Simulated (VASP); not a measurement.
Level of theory: PBE GGA, VASP's PBE PAW potentials (set 64) (plane waves; VASP 6.6.1).

VASP ran on this input.

File POSCAR:
```
Ni3Pt
1
    0.0000000000     2.9650620000     2.9650620000
    2.9650620000     0.0000000000     2.9650620000
    2.9650620000     2.9650620000     0.0000000000
Pt Ni
1 3
Direct
  0.0000000000   0.0000000000   0.0000000000
  0.5000000000   0.5000000000   0.5000000000
  0.2500000000   0.2500000000   0.2500000000
  0.7500000000   0.7500000000   0.7500000000
```

KPOINTS:
```
Automatic mesh
0
G
  7 7 7
```

### INCAR
```
ALGO = Normal
EDIFF = 1E-6
ENCUT = 300
GGA = PE
ISIF = 2
ISMEAR = 0
ISPIN = 2
LASPH = T
LCHARG = F
LMAXMIX = 6
LORBIT = 11
LREAL = F
LWAVE = F
MAGMOM = 0.0 3*2.0
NELM = 100
PREC = Accurate
SIGMA = 0.136
SYSTEM = Ni3Pt
```

POTCAR, in this order: Pt Ni (PBE.64 set). Program: vasp_std.

The resulting files:

OSZICAR:
```
       N       E                     dE             d eps       ncg     rms          rms(c)
DAV:   1     0.210473133785E+03    0.21047E+03   -0.12879E+04  2208   0.127E+03
DAV:   2    -0.113636171847E+02   -0.22184E+03   -0.21056E+03  2190   0.293E+02
DAV:   3    -0.248691485623E+02   -0.13506E+02   -0.12929E+02  2340   0.883E+01
DAV:   4    -0.250950703584E+02   -0.22592E+00   -0.22531E+00  2489   0.108E+01
DAV:   5    -0.251010244853E+02   -0.59541E-02   -0.59536E-02  2503   0.170E+00    0.210E+01
DAV:   6    -0.299958777857E+02   -0.48949E+01   -0.40137E+01  2291   0.114E+02    0.315E+01
DAV:   7    -0.223605678163E+02    0.76353E+01   -0.31384E+01  2650   0.777E+01    0.694E+00
DAV:   8    -0.238530481353E+02   -0.14925E+01   -0.11047E+01  2698   0.579E+01    0.168E+01
DAV:   9    -0.223220349985E+02    0.15310E+01   -0.23654E+00  2467   0.397E+01    0.295E+00
DAV:  10    -0.223309692148E+02   -0.89342E-02   -0.41685E-01  2908   0.886E+00    0.257E+00
DAV:  11    -0.223190317246E+02    0.11937E-01   -0.95420E-02  2360   0.564E+00    0.515E-01
DAV:  12    -0.223193450196E+02   -0.31329E-03   -0.64570E-03  2420   0.105E+00    0.272E-01
DAV:  13    -0.223193066077E+02    0.38412E-04   -0.10045E-03  3017   0.506E-01    0.901E-02
DAV:  14    -0.223193230285E+02   -0.16421E-04   -0.20457E-04  2370   0.161E-01    0.445E-02
DAV:  15    -0.223193239562E+02   -0.92772E-06   -0.15335E-05  2401   0.525E-02    0.211E-02
DAV:  16    -0.223193235822E+02    0.37406E-06   -0.74134E-06  1948   0.364E-02
   1 F= -.22319324E+02 E0= -.22290786E+02  d E =-.570758E-01  mag=     2.2409
```

**OUTCAR**
```
------------------------ aborting loop because EDIFF is reached ----------------------------------------
  FORCE on cell =-STRESS in cart. coord.  units (eV):
  Direction    XX          YY          ZZ          XY          YZ          ZX
  --------------------------------------------------------------------------------------
  Total       -3.2715636     -3.2715636     -3.2715636     -0.0000000      0.0000000     -0.0000000
  in kB     -100.5390130   -100.5390130   -100.5390130     -0.0000000      0.0000000     -0.0000000
  external PRESSURE =    -100.5390130 kB  Pullay stress =       0.0000000 kB
  volume of cell :       52.14
      direct lattice vectors                 reciprocal lattice vectors
     0.000000000  2.965062000  2.965062000    -0.168630538  0.168630538  0.168630538
     2.965062000  0.000000000  2.965062000     0.168630538 -0.168630538  0.168630538
     2.965062000  2.965062000  0.000000000     0.168630538  0.168630538 -0.168630538
 POSITION                                       TOTAL-FORCE (eV/Angst)
 -----------------------------------------------------------------------------------
      0.00000      0.00000      0.00000         0.000000      0.000000      0.000000
      2.96506      2.96506      2.96506         0.000000      0.000000      0.000000
      1.48253      1.48253      1.48253         0.000000      0.000000      0.000000
      4.44759      4.44759      4.44759        -0.000000     -0.000000     -0.000000
 -----------------------------------------------------------------------------------
    total drift:                               -0.000000      0.000000      0.000000
  FREE ENERGIE OF THE ION-ELECTRON SYSTEM (eV)
  ---------------------------------------------------
  free  energy   TOTEN  =       -22.3193235822 eV

  energy  without entropy=      -22.2622478134  energy(sigma->0) =      -22.29078570

 total charge

# of ion       s       p       d       tot
------------------------------------------
    1        0.697   0.566   8.018   9.281
    2        0.407   0.374   8.282   9.062
    3        0.441   0.420   8.290   9.151
    4        0.441   0.420   8.290   9.151
--------------------------------------------------
tot          1.987   1.779  32.879  36.645

 magnetization (x)

# of ion       s       p       d       tot
------------------------------------------
    1       -0.009  -0.026   0.299   0.264
    2       -0.004  -0.011   0.694   0.680
    3       -0.000  -0.010   0.679   0.669
    4       -0.000  -0.010   0.679   0.669
--------------------------------------------------
tot         -0.013  -0.056   2.352   2.282
```
(Selected blocks of OUTCAR.)

At this cut-off the stress carries a Pulay error, which pulls relaxed volumes low.

The structure was generated: Ni3Pt was put into an ordered model structure, which need not be its known phase. The cell was not relaxed at this level, and its volume differs by -5.9 % from the start's.
